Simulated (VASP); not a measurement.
Method: PBEsol GGA, VASP's PBE PAW potentials (set 64) (plane waves; VASP).

Input for VASP

### INCAR
```
ALGO = Normal
EDIFF = 1E-6
EDIFFG = -0.02
ENCUT = 620
GGA = PS
IBRION = 2
ISIF = 3
ISMEAR = 1
LASPH = .TRUE.
LCHARG = .FALSE.
LMAXMIX = 4
LREAL = .FALSE.
LWAVE = .FALSE.
NELM = 100
NSW = 40
PREC = Accurate
PSTRESS = 50
SIGMA = 0.1
SYSTEM = PbO
```

File KPOINTS:
```
Automatic mesh
0
Gamma
10 10 5
0 0 0
```

**POSCAR**
```
PbO
1
    3.4668510274    -0.0000000000    -0.0000000000
   -1.7334255138     3.0023813690     0.0000000000
    0.0000000000    -0.0000000000     6.3874419977
Pb O
2 2
Direct
  0.0000000000   0.0000000000   0.0000000000
  0.0000000000   0.0000000000   0.5000000000
  0.3333330000   0.6666670000   0.2500000000
  0.6666670000   0.3333330000   0.7500000000
```

POTCAR, in this order: Pb_d O (PBE.64 set). Program: vasp_std.

What VASP printed:

**OUTCAR**
```
 ion  position               nearest neighbor table
   1  0.000  0.000  0.000-   3 2.56   4 2.56   4 2.56   3 2.56   4 2.56   3 2.56   2 3.19   2 3.19
  LATTYP: Found a hexagonal cell.
 ALAT       =     3.4668510274
 C/A-ratio  =     1.8424333631
 Subroutine PRICEL returns:
 Original cell was already a primitive cell.
 Subroutine GETGRP returns: Found 24 space group operations
The static configuration has the point symmetry D_3d.
 The point group associated with its full space group is D_6h.
The dynamic configuration has the point symmetry D_3d.
 Subroutine INISYM returns: Found 24 space group operations
 Subroutine IBZKPT returns following result:
 Found     42 irreducible k-points:

 Following reciprocal coordinates:
            Coordinates               Weight
  0.000000  0.000000  0.000000      1.000000
  0.100000  0.000000  0.000000      6.000000
  0.200000  0.000000  0.000000      6.000000
  0.300000  0.000000  0.000000      6.000000
  0.400000  0.000000  0.000000      6.000000
  0.500000  0.000000  0.000000      3.000000
  0.100000  0.100000  0.000000      6.000000
  0.200000  0.100000  0.000000     12.000000
...
```

OSZICAR:
```
       N       E                     dE             d eps       ncg     rms          rms(c)
DAV:   1     0.491015116336E+03    0.49102E+03   -0.22905E+04  2016   0.234E+03
DAV:   2     0.341765440755E+02   -0.45684E+03   -0.44840E+03  2168   0.552E+02
DAV:   3    -0.234565369605E+02   -0.57633E+02   -0.55889E+02  2648   0.208E+02
DAV:   4    -0.254137464420E+02   -0.19572E+01   -0.19554E+01  2240   0.410E+01
DAV:   5    -0.254855215763E+02   -0.71775E-01   -0.71768E-01  2856   0.751E+00    0.109E+01
DAV:   6    -0.221299219764E+02    0.33556E+01   -0.28136E+01  3064   0.387E+01    0.591E+00
DAV:   7    -0.218256867003E+02    0.30424E+00   -0.34715E+00  2656   0.146E+01    0.231E+00
DAV:   8    -0.218337413066E+02   -0.80546E-02   -0.97003E-01  2128   0.725E+00    0.185E+00
DAV:   9    -0.217861744470E+02    0.47567E-01   -0.20127E-01  2744   0.365E+00    0.275E-01
DAV:  10    -0.217880016132E+02   -0.18272E-02   -0.24097E-02  2784   0.914E-01    0.124E-01
DAV:  11    -0.217878163635E+02    0.18525E-03   -0.13198E-03  3120   0.399E-01    0.530E-02
DAV:  12    -0.217878226455E+02   -0.62820E-05   -0.12962E-04  2568   0.917E-02    0.264E-02
DAV:  13    -0.217878089420E+02    0.13704E-04   -0.57887E-05  3144   0.758E-02    0.191E-03
DAV:  14    -0.217878095420E+02   -0.60004E-06   -0.58062E-06  2184   0.148E-02
   1 F= -.19712956E+02 E0= -.19713011E+02  d E =-.197130E+02
```

OUTCAR:
```
------------------------ aborting loop because EDIFF is reached ----------------------------------------
  FORCE on cell =-STRESS in cart. coord.  units (eV):
  Direction    XX          YY          ZZ          XY          YZ          ZX
  --------------------------------------------------------------------------------------
  Total        2.1159949      2.1159953      2.1389278     -0.0000000      0.0000000     -0.0000000
  in kB       50.9914303     50.9914408     51.5440684     -0.0000000      0.0000000     -0.0000000
  external PRESSURE =       1.1756465 kB  Pullay stress =      50.0000000 kB
  volume of cell :       66.49
      direct lattice vectors                 reciprocal lattice vectors
     3.466851027  0.000000000  0.000000000     0.288446199  0.166534473  0.000000000
    -1.733425514  3.002381369  0.000000000     0.000000000  0.333068947  0.000000000
     0.000000000  0.000000000  6.387441998     0.000000000  0.000000000  0.156557195
 POSITION                                       TOTAL-FORCE (eV/Angst)
 -----------------------------------------------------------------------------------
      0.00000      0.00000      0.00000         0.000000      0.000000      0.000000
      0.00000      0.00000      3.19372         0.000000      0.000000      0.000000
     -0.00000      2.00159      1.59686         0.000000     -0.000000      0.000000
      1.73343      1.00079      4.79058        -0.000000      0.000000     -0.000000
 -----------------------------------------------------------------------------------
    total drift:                               -0.000000      0.000000      0.000000
  FREE ENERGIE OF THE ION-ELECTRON SYSTEM (eV)
  ---------------------------------------------------
  free  energy   TOTEN  =       -21.7878095420 eV

  energy  without entropy=      -21.7879731180  energy(sigma->0) =      -21.78786407
  enthalpy is  TOTEN    =       -19.7129560884 eV   P V=        2.0748534536

 reached required accuracy - stopping structural energy minimisation
```
(Selected blocks of OUTCAR.)

The structure was generated: PbO was put into the NiAs type type (P6_3/mmc), which need not be its known phase. It was relaxed first under an external pressure of 5 GPa.
